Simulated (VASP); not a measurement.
Computed with LDA (Ceperley-Alder, Perdew-Zunger), VASP's LDA PAW potentials (set 64) (plane waves; VASP).

The input files of a VASP run:

### INCAR
```
ALGO = Normal
EDIFF = 1E-7
EDIFFG = -0.01
ENCUT = 520
IBRION = 2
ISIF = 4
ISMEAR = 1
LASPH = .TRUE.
LCHARG = .FALSE.
LREAL = .FALSE.
LWAVE = .FALSE.
NELM = 100
NSW = 30
PREC = Accurate
SIGMA = 0.1
SYSTEM = MgB2
```

POSCAR:
```
MgB2
1
    1.5042022445    -2.6053542443     0.0000000000
    1.5042022445     2.6053542443     0.0000000000
    0.0000000000     0.0000000000     3.3954741512
Mg B
1 2
Direct
  0.0000000000   0.0000000000   0.0000000000
  0.3333330000   0.6666670000   0.5000000000
  0.6666670000   0.3333330000   0.5000000000
```

KPOINTS:
```
Automatic mesh
0
Gamma
12 12 9
0 0 0
```

POTCAR, in this order: Mg B (LDA.64 set). Program: vasp_std.

Output

OSZICAR:
```
       N       E                     dE             d eps       ncg     rms          rms(c)
DAV:   1     0.416514610565E+01    0.41651E+01   -0.41325E+03  1624   0.855E+02
DAV:   2    -0.190056958420E+02   -0.23171E+02   -0.22391E+02  2248   0.117E+02
DAV:   3    -0.192620510516E+02   -0.25636E+00   -0.25604E+00  1880   0.147E+01
DAV:   4    -0.192624448916E+02   -0.39384E-03   -0.39382E-03  2416   0.498E-01
DAV:   5    -0.192624450999E+02   -0.20831E-06   -0.20862E-06  1992   0.764E-03    0.548E+00
DAV:   6    -0.175737793692E+02    0.16887E+01   -0.28257E+00  1664   0.950E+00    0.248E+00
DAV:   7    -0.172901751765E+02    0.28360E+00   -0.14346E+00  1824   0.664E+00    0.695E-01
DAV:   8    -0.172868742462E+02    0.33009E-02   -0.13030E-01  1648   0.238E+00    0.363E-01
DAV:   9    -0.172790848748E+02    0.77894E-02   -0.23905E-02  1744   0.868E-01    0.507E-02
DAV:  10    -0.172790141686E+02    0.70706E-04   -0.10470E-03  2200   0.223E-01    0.196E-02
DAV:  11    -0.172790080625E+02    0.61061E-05   -0.57550E-05  1664   0.510E-02    0.407E-03
DAV:  12    -0.172790069180E+02    0.11445E-05   -0.69185E-06  1840   0.154E-02    0.808E-04
DAV:  13    -0.172790068983E+02    0.19749E-07   -0.92327E-08  1768   0.264E-03
   1 F= -.17279007E+02 E0= -.17279072E+02  d E =-.172790E+02
       N       E                     dE             d eps       ncg     rms          rms(c)
DAV:   1    -0.172793493039E+02   -0.34239E-03   -0.60525E-03  2144   0.612E-01    0.467E-02
DAV:   2    -0.172792233120E+02    0.12599E-03   -0.26722E-04  2008   0.108E-01    0.209E-02
DAV:   3    -0.172791973013E+02    0.26011E-04   -0.10960E-04  1848   0.588E-02    0.427E-03
DAV:   4    -0.172791967386E+02    0.56272E-06   -0.37468E-06  1824   0.152E-02    0.112E-03
DAV:   5    -0.172791966589E+02    0.79691E-07   -0.32354E-07  1888   0.341E-03
   2 F= -.17279197E+02 E0= -.17279288E+02  d E =-.189761E-03
```

File OUTCAR:
```
------------------------ aborting loop because EDIFF is reached ----------------------------------------
  FORCE on cell =-STRESS in cart. coord.  units (eV):
  Direction    XX          YY          ZZ          XY          YZ          ZX
  --------------------------------------------------------------------------------------
  Total        0.8416861      0.8416858      0.8437383      0.0000000      0.0000000     -0.0000000
  in kB       50.6707480     50.6707293     50.7942914      0.0000000      0.0000000     -0.0000000
  external PRESSURE =      50.7119229 kB  Pullay stress =       0.0000000 kB
  volume of cell :       26.61
      direct lattice vectors                 reciprocal lattice vectors
     1.505728133 -2.607997146  0.000000000     0.332065257 -0.191718001 -0.000000000
     1.505728133  2.607997146  0.000000000     0.332065257  0.191718001 -0.000000000
     0.000000000 -0.000000000  3.388595785    -0.000000000 -0.000000000  0.295107491
 POSITION                                       TOTAL-FORCE (eV/Angst)
 -----------------------------------------------------------------------------------
      1.50573     -2.60800      0.00000         0.000000      0.000000      0.000000
      1.50573      0.86933      1.69430         0.000000     -0.000000      0.000000
      1.50573     -0.86933      1.69430        -0.000000      0.000000     -0.000000
 -----------------------------------------------------------------------------------
    total drift:                                0.000000     -0.000000      0.000000
  FREE ENERGIE OF THE ION-ELECTRON SYSTEM (eV)
  ---------------------------------------------------
  free  energy   TOTEN  =       -17.2791966589 eV

  energy  without entropy=      -17.2794714672  energy(sigma->0) =      -17.27928826

 reached required accuracy - stopping structural energy minimisation
```
(Selected blocks of OUTCAR.)

CONTCAR:
```
MgB2
   1.00000000000000
     1.5057281327073839   -2.6079971457245916    0.0000000000000000
     1.5057281327073839    2.6079971457245916    0.0000000000000000
     0.0000000000000000   -0.0000000000000000    3.3885957846286643
  Mg              B
     1     2
Direct
     1.0000000000000000    0.0000000000000000    0.0000000000000000
     0.3333330000000032    0.6666669999999968    0.5000000000000000
     0.6666669999999968    0.3333330000000032    0.5000000000000000
```

The compound is MgB2 in the AlB2 type structure. This cell is one point of a volume scan, at 0.97 of the reference volume. Symmetry was kept, so distortions that lower it aren't found.
